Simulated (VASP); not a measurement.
A VASP calculation is set up with these files.

### KPOINTS
```
Automatic mesh
0
Gamma
8 8 8
0 0 0
```

POSCAR:
```
CsCl
3.7932490
  0.0000000000   1.0000000000   1.0000000000
  1.0000000000   0.0000000000   1.0000000000
  1.0000000000   1.0000000000   0.0000000000
Cl Cs
1 1
Cartesian
  0.5000000000   0.5000000000   0.5000000000
  0.0000000000   0.0000000000   0.0000000000
```

INCAR:
```
SYSTEM = CsCl
PREC = Accurate
ENCUT = 300
EDIFF = 1E-6
NELM = 100
ALGO = Normal
LREAL = .FALSE.
LASPH = .TRUE.
ISMEAR = -1
SIGMA = 0.1
GGA = PE
LMAXMIX = 4
LWAVE = .FALSE.
LCHARG = .FALSE.
ISIF = 2
```

POTCAR, in this order: Cl Cs_sv (PBE.64 set). Program: vasp_std.

**Question.** Write an equivalent input for Ansatz.

**Answer.** One equivalent input (not run):
Ansatz 0.2 input:
```yaml
crystal:
  lattice:
    - [0.0000000, 3.7932490, 3.7932490]
    - [3.7932490, 0.0000000, 3.7932490]
    - [3.7932490, 3.7932490, 0.0000000]
  atoms:
    - { symbol: Cl, position: [0.2500000, 0.2500000, 0.2500000] }
    - { symbol: Cs, position: [0.0000000, 0.0000000, 0.0000000] }
kpoints:
  mp_grid: { grid: [8, 8, 8] }
hamiltonian:
  xc: pbe
  pseudopotentials: { kind: paw }
scf:
  occupations: { method: fermi_dirac, width: 0.1 }
  max_iter: 100
output: { forces: true, stress: true, eigenvalues: true }
```
Limits of the translation: each code has its own PAW files, so the cut-off isn't converted (ENCUT is set for VASP's; basis.ecutwfc is left out, and Ansatz then takes the one that its files recommend); Ansatz stops its SCF on the density residual and VASP on the energy change (EDIFF).

The structure was generated: CsCl was put into an ordered model structure, which need not be its known phase. The cell was not relaxed at this level, and its volume differs by -5.9 % from the start's.
